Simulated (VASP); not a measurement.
These are PBE GGA, VASP's PBE PAW potentials (set 64) (plane waves; VASP 6.6.1) values and carry that method's errors.

Input for VASP

**KPOINTS**
```
Automatic mesh
0
Gamma
2 2 2
0 0 0
```

File POSCAR:
```
HfO2
1
    0.0000000000     2.5501600000     2.5501600000
    2.5501600000     0.0000000000     2.5501600000
    2.5501600000     2.5501600000     0.0000000000
Hf O
1 2
Direct
  0.0000000000   0.0000000000   0.0000000000
  0.2500000000   0.2500000000   0.2500000000
  0.7500000000   0.7500000000   0.7500000000
```

INCAR:
```
SYSTEM = HfO2
PREC = Accurate
ENCUT = 400
EDIFF = 1E-6
NELM = 100
ALGO = Normal
LREAL = .FALSE.
LASPH = .TRUE.
ISMEAR = -1
SIGMA = 0.01
GGA = PE
LMAXMIX = 6
LWAVE = .FALSE.
LCHARG = .FALSE.
ISIF = 2
```

POTCAR, in this order: Hf_pv O (PBE.64 set). Program: vasp_std.

At this cut-off the stress carries a Pulay error, which pulls relaxed volumes low. Gaps are read on the run's mesh, which can miss a band edge. Unless said otherwise, spin-orbit coupling is left out, though it shifts the bands of the heavy elements here.

Estimate the energy per atom (σ→0), pressure, band gap (on the k-mesh).

```yaml
energy per atom (σ→0): -9.931 eV/atom
band gap (on the k-mesh): 3.55 eV
pressure: -5.53 GPa
```

OSZICAR:
```
...
DAV:   7    -0.298469611535E+02    0.11832E+00   -0.59904E-01    90   0.704E+00    0.323E+01
DAV:   8    -0.298045015358E+02    0.42460E-01   -0.28943E-01    90   0.534E+00    0.587E+00
DAV:   9    -0.297941902740E+02    0.10311E-01   -0.46473E-02   104   0.190E+00    0.163E+00
DAV:  10    -0.297942247913E+02   -0.34517E-04   -0.49235E-03   105   0.551E-01    0.441E-01
DAV:  11    -0.297941828080E+02    0.41983E-04   -0.30514E-04   111   0.146E-01    0.254E-01
DAV:  12    -0.297941913540E+02   -0.85460E-05   -0.66035E-05   105   0.606E-02    0.136E-01
DAV:  13    -0.297941917909E+02   -0.43686E-06   -0.27358E-06   104   0.128E-02
   1 F= -.29794192E+02 E0= -.29794192E+02  d E =-.722536E-14
```

The structure is a typed HfO2 crystal (Fm-3m). The cell was not relaxed at this level. The k-mesh is coarse (spacing up to 1.07 per Å, 2π included), so the numbers may not be converged in it. The run is one of a series of settings (KPOINTS 2×2×2 Γ-centred mesh against the base run), some of them coarse on purpose.
